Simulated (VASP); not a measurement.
An input for Ansatz (written as the equivalent of a VASP run, and not itself run):

Ansatz 0.2 input:
```yaml
crystal:
  lattice:
    - [4.8717990, 0.0000000, 0.0000000]
    - [-2.4358995, 4.2191008, 0.0000000]
    - [0.0000000, 0.0000000, 2.7302647]
  atoms:
    - { symbol: Ge, position: [0.0000000, 0.0000000, 0.0000000] }
    - { symbol: Ge, position: [0.3333330, 0.6666670, 0.5000000] }
    - { symbol: Ge, position: [0.6666670, 0.3333330, 0.5000000] }
kpoints:
  mp_grid: { grid: [7, 7, 10] }
hamiltonian:
  xc: r2scan
  pseudopotentials: { kind: paw }
scf:
  occupations: { method: methfessel_paxton, width: 0.1 }
  max_iter: 100
relax:
  max_steps: 60
  f_tol: 0.02
  cell: {}
output: { forces: true, stress: true, eigenvalues: true }
```

**Question.** Write the VASP files for the same calculation (r2SCAN).

**Answer.** This is not unique; one that fits is 
File KPOINTS:
```
Automatic mesh
0
Gamma
7 7 10
0 0 0
```

**INCAR**
```
SYSTEM = Ge
PREC = Accurate
ENCUT = 400
EDIFF = 1E-6
NELM = 100
ALGO = Normal
LREAL = .FALSE.
LASPH = .TRUE.
ISMEAR = 1
SIGMA = 0.1
METAGGA = R2SCAN
LMIXTAU = .TRUE.
LMAXMIX = 4
LWAVE = .FALSE.
LCHARG = .FALSE.
IBRION = 2
ISIF = 3
NSW = 60
EDIFFG = -0.02
```

POSCAR:
```
Ge
1
    4.8717989845    -0.0000000000     0.0000000000
   -2.4358994922     4.2191007985    -0.0000000000
   -0.0000000000     0.0000000000     2.7302647287
Ge
3
Direct
  0.0000000000   0.0000000000   0.0000000000
  0.3333330000   0.6666670000   0.5000000000
  0.6666670000   0.3333330000   0.5000000000
```

POTCAR, in this order: Ge_d (PBE.64 set). Program: vasp_std.

Limits of the translation: each code has its own PAW files, so the cut-off isn't converted (ENCUT is set for VASP's; basis.ecutwfc is left out, and Ansatz then takes the one that its files recommend); Ansatz stops its SCF on the density residual and VASP on the energy change (EDIFF).

The structure was generated: Ge was put into the omega type (P6/mmm), which need not be its known phase. This run relaxes it. Symmetry was kept, so distortions that lower it aren't found. The start is the result of an earlier pass.
